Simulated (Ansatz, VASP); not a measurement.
**Si7Ge17 (generalised stacking fault on (111) (glide set) of a Ge-Si solid solution): VASP beside Ansatz**

Wanted: the spread between two codes on one cell, functional and k mesh. The cell is taken from a series of runs on this material, whose earlier steps may have relaxed or scaled it; both programs get it as it stands.

Calculated with Ansatz 0.2.0; plane waves, with VASP 6.6.1 beside it; single point at PBE.

## 1. The starting structure

The cell holds 72 atoms: 51 Ge and 21 Si. Its edges and angles: a = 6.849 Å, b = 11.862 Å, c = 19.604 Å, α = 90.0°, β = 86.7°, γ = 90.0°. As first built, before any earlier steps moved the atoms: diamond-structure Ge (a = 5.5919 A), cell with z along [111], 1 x 3 x 2 periods; the third cell vector is tilted by 0.167 of 1/2[11-2] and lengthened by 0.2 A, so the cell holds one fault (glide set); displaced by a Gaussian of 0.01 A; 21 of 72 Ge sites given to Si at random (lattice constant by Vegard's rule between Ge and Si). The structure's axis is c.

## 2. VASP: single point, PBE

A single point gives forces, pressure and levels at one fixed geometry, so differences don't come from the geometry; what else differs is listed under the comparison.

Lines of VASP's logs that name or quote its potential files are left out, and so is its time.

INCAR reads:

```
SYSTEM = Si7Ge17
PREC = Accurate
ENCUT = 410
EDIFF = 1E-05
NELM = 100
ISMEAR = -1
SIGMA = 0.025
LREAL = Auto
ALGO = Fast
GGA = PE
NBANDS = 464
LORBIT = 11
LWAVE = .FALSE.
LCHARG = .FALSE.
NCORE = 8
ISIF = 2
```

POSCAR reads:

```
Si7Ge17
1.0
    6.8486500000      0.0000000000      0.0000000000
    0.0000000000     11.8622100000      0.0000000000
    1.1414600000      0.0000000000     19.5709100000
Ge Si
51 21
Direct
    0.4950300000      0.1676200000      0.0209000000
    0.4741000000      0.1667700000      0.1449900000
    0.8015900000      0.1668300000      0.1854600000
    0.9758700000      0.9989900000      0.1437300000
    0.2792200000      0.0008700000      0.3104200000
    0.6080200000      0.0008500000      0.3505200000
    0.8011800000      0.5002100000      0.1862700000
    0.7805700000      0.4997600000      0.3085700000
    0.9750200000      0.3344900000      0.1451600000
    0.3021600000      0.3322400000      0.1860000000
    0.6081600000      0.3336500000      0.3501700000
    0.1059600000      0.1662300000      0.3506600000
    0.0859800000      0.1671300000      0.4749800000
    0.7197000000      0.1658500000      0.6801400000
    0.9132200000      0.0005400000      0.5157300000
    0.8905800000      0.0006000000      0.6396800000
    0.2003100000      0.9995400000      0.8044900000
    0.5253600000      0.0019400000      0.8456800000
    0.4963200000      0.8327800000      0.0208000000
    0.8018100000      0.8328300000      0.1860100000
    0.7838700000      0.8321600000      0.3085400000
    0.9999200000      0.6663500000      0.0211200000
    0.9764100000      0.6677200000      0.1441600000
    0.3015300000      0.6677000000      0.1858600000
    0.2832000000      0.6677400000      0.3095600000
    0.6080700000      0.6658600000      0.3507200000
    0.5898900000      0.6672700000      0.4747500000
    0.1054900000      0.5018500000      0.3502500000
    0.0847300000      0.4994700000      0.4745500000
    0.4161000000      0.5001100000      0.5161500000
    0.3903900000      0.5003400000      0.6385900000
    0.7203700000      0.4992900000      0.6811600000
    0.6987600000      0.5013400000      0.8038500000
    0.2198800000      0.3345700000      0.6798400000
    0.1967700000      0.3332900000      0.8046800000
    0.5264700000      0.3333400000      0.8455700000
    0.5039400000      0.3334000000      0.9694700000
    0.0254300000      0.1674300000      0.8461000000
    0.0069400000      0.1666900000      0.9689900000
    0.1070800000      0.8327600000      0.3493900000
    0.0860400000      0.8332200000      0.4745200000
    0.4122800000      0.8328700000      0.5149400000
    0.3914000000      0.8340500000      0.6395900000
    0.7213900000      0.8347300000      0.6802900000
    0.6997100000      0.8329900000      0.8049700000
    0.9129100000      0.6663700000      0.5150500000
    0.8932000000      0.6677400000      0.6396900000
    0.2196400000      0.6659600000      0.6802500000
    0.1999800000      0.6668900000      0.8043500000
    0.5257200000      0.6660700000      0.8457200000
    0.0265400000      0.8336800000      0.8452200000
    0.7801800000      0.1664500000      0.3086200000
    0.9972800000      0.0002100000      0.0209500000
    0.3001600000      0.9999000000      0.1851100000
    0.5867300000      0.0002200000      0.4744500000
    0.4968300000      0.5002100000      0.0206700000
    0.4787100000      0.4997100000      0.1440100000
    0.9968500000      0.3347000000      0.0208400000
    0.2807900000      0.3325600000      0.3095700000
    0.5863600000      0.3338800000      0.4741600000
    0.4138400000      0.1674000000      0.5156900000
    0.3962500000      0.1672700000      0.6398600000
    0.6994700000      0.1651800000      0.8039400000
    0.2180400000      0.9997300000      0.6808700000
    0.5055300000      0.9988300000      0.9689200000
    0.4772000000      0.8325400000      0.1446400000
    0.9142400000      0.3333400000      0.5163200000
    0.8937100000      0.3332200000      0.6392800000
    0.5059100000      0.6656700000      0.9691100000
    0.0243400000      0.4992000000      0.8467000000
    0.0070000000      0.5009900000      0.9697300000
    0.0043800000      0.8337400000      0.9690000000
```

KPOINTS reads:

```
Automatic mesh
0
Gamma
5 3 2
0 0 0
```

The projector-augmented-wave data sets are Ge_d and Si (PBE family, release 64).

Command:

```
$ mpirun -np 8 vasp_std
```

Numbers of over 12 decimals in the logs are rounded to 6 here.

Log:

```text
[banner, memory and clock lines left out]
running    8 mpi-ranks, on    1 nodes
[...]
|                                                                             |
|           W    W    AA    RRRRR   N    N  II  N    N   GGGG   !!!           |
|           W    W   A  A   R    R  NN   N  II  NN   N  G    G  !!!           |
|           W    W  A    A  R    R  N N  N  II  N N  N  G       !!!           |
|           W WW W  AAAAAA  RRRRR   N  N N  II  N  N N  G  GGG   !            |
|           WW  WW  A    A  R   R   N   NN  II  N   NN  G    G                |
|           W    W  A    A  R    R  N    N  II  N    N   GGGG   !!!           |
|                                                                             |
|     For optimal performance we recommend to set                             |
|       NCORE = 2 up to number-of-cores-per-socket                            |
|     NCORE specifies how many cores store one orbital (NPAR=cpu/NCORE).      |
|     This setting can greatly improve the performance of VASP for DFT.       |
[...]
N       E                     dE             d eps       ncg     rms          rms(c)
DAV:   1     0.134577625306E+05    0.13458E+05   -0.25986E+05 15408   0.378E+03
DAV:   2     0.266518631816E+04   -0.10793E+05   -0.10524E+05 14848   0.931E+02
DAV:   3     0.720275565539E+02   -0.25932E+04   -0.24399E+04 15784   0.271E+02
DAV:   4    -0.314039964592E+03   -0.38607E+03   -0.36993E+03 17240   0.107E+02
[...]
RMM:  10    -0.333232411594E+03   -0.14881E-01   -0.37005E-02 18698   0.283E-01    0.336E-01
RMM:  11    -0.333234107702E+03   -0.16961E-02   -0.14021E-02 22236   0.152E-01    0.137E-01
RMM:  12    -0.333234332329E+03   -0.22463E-03   -0.34388E-03 21111   0.624E-02    0.100E-01
WARNING in EDDRMM: call to ZHEGV failed, returncode =   8  4    405
WARNING in EDDRMM: call to ZHEGV failed, returncode =   8  4    403
RMM:  13    -0.333234603743E+03   -0.27141E-03   -0.54969E-04 16114   0.301E-02    0.133E-01
RMM:  14    -0.333234437132E+03    0.16661E-03   -0.14199E-03 20866   0.561E-02    0.785E-02
RMM:  15    -0.333234444114E+03   -0.69820E-05   -0.18631E-04 15433   0.225E-02    0.570E-02
RMM:  16    -0.333234467561E+03   -0.23447E-04   -0.72021E-05 14682   0.128E-02    0.338E-02
RMM:  17    -0.333234462729E+03    0.48323E-05   -0.15670E-05 11365   0.649E-03
   1 F= -.33323446E+03 E0= -.33322884E+03  d E =-.112546E-01
```

Parts of OUTCAR (step 2):

```text
 POSITION                                       TOTAL-FORCE (eV/Angst)
 -----------------------------------------------------------------------------------
      3.41414      1.98834      0.40903        -0.044622     -1.142538      1.228941
      3.41245      1.97826      2.83759        -0.193057     -0.515082     -0.084604
      5.70150      1.97897      3.62962         0.096497     -0.076250      0.316756
      6.84745     11.85023      2.81293         0.284739      0.110762     -0.275248
      2.26661      0.01032      6.07520         0.142370     -0.137731     -0.779886
      4.56422      0.01008      6.86000         0.251222      0.157841      0.275540
      5.69962      5.93360      3.64547        -0.274675      0.165008     -0.473789
      5.69807      5.92826      6.03900        -0.012012      0.042978      0.200737
      6.84327      3.96779      2.84091         0.015096     -0.095622     -0.708733
      2.28170      3.94110      3.64019         0.251746      0.627505      0.257025
      4.56478      3.95783      6.85315        -0.274057     -0.478081      0.209037
      1.12595      1.97186      6.86274        -0.284815      0.552744     -0.199825
      1.13102      1.98253      9.29579         0.304653      0.380904      0.211846
      5.70533      1.96735     13.31096        -0.140327      0.608382      0.318880
[...]
-----------------------------------------------------------------------------------
    total drift:                                0.002267      0.003694      0.003839

  FREE ENERGIE OF THE ION-ELECTRON SYSTEM (eV)
  ---------------------------------------------------
  free  energy   TOTEN  =      -333.2344627292 eV

  energy  without entropy=     -333.2232080995  energy(sigma->0) =     -333.22883541

[... 1 further part left out ...]
```

The run ends at a pressure of 3.29 GPa, with forces up to 1.7 eV/Å.

(Part 1 of 2 ends here.)

[Lines on the potential files, build, host, timing and source positions are cut from VASP's logs without a mark.]

[Logs are printed without paths, hosts, clocks, repeated set-up lines and the standing remarks that a program may print on its own settings, such as how far it seeks lower states.]

[Hosts, paths, dates, database ids (printed as entryN), source tags and the programs' standing remarks are cut or masked in the printed files.]
